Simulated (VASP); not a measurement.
**Tl (space group Im-3m): computed properties**

These are r2SCAN+rVV10, VASP's PBE PAW potentials (set 64) (plane waves; VASP) values and carry that method's errors.

- space group = Im-3m (229)
- cell = a = 3.8763 Å, b = 3.8763 Å, c = 3.8763 Å, α = 90.00°, β = 90.00°, γ = 90.00°
- volume per atom = 29.12 Å³/atom
- band gap (over mesh and band path) = none (metal, semimetal or under 0.01 eV)
- band gap with spin-orbit coupling = none (metallic)
- density = 11.65 g/cm³

```cif
data_Tl2
_chemical_formula_sum 'Tl2'
_space_group_name_H-M_alt 'Im-3m'
_space_group_IT_number 229
_space_group_name_Hall '-I 4 2 3'
_cell_length_a 3.87625
_cell_length_b 3.87625
_cell_length_c 3.87625
_cell_angle_alpha 90.000
_cell_angle_beta 90.000
_cell_angle_gamma 90.000
loop_
_atom_site_label
_atom_site_type_symbol
_atom_site_symmetry_multiplicity
_atom_site_Wyckoff_symbol
_atom_site_fract_x
_atom_site_fract_y
_atom_site_fract_z
_atom_site_occupancy
Tl1 Tl 2 a 0.00000 0.00000 0.00000 1
```
(The calculation used a cell of 1 atom; values per cell refer to that cell.)

Unless said otherwise, spin-orbit coupling is left out, though it shifts the bands of the heavy elements here.

The structure comes from a measured Tl entry (Im-3m) of the Crystallography Open Database, whose conditions weren't checked. It was relaxed first. Symmetry was kept, so distortions that lower it aren't found.
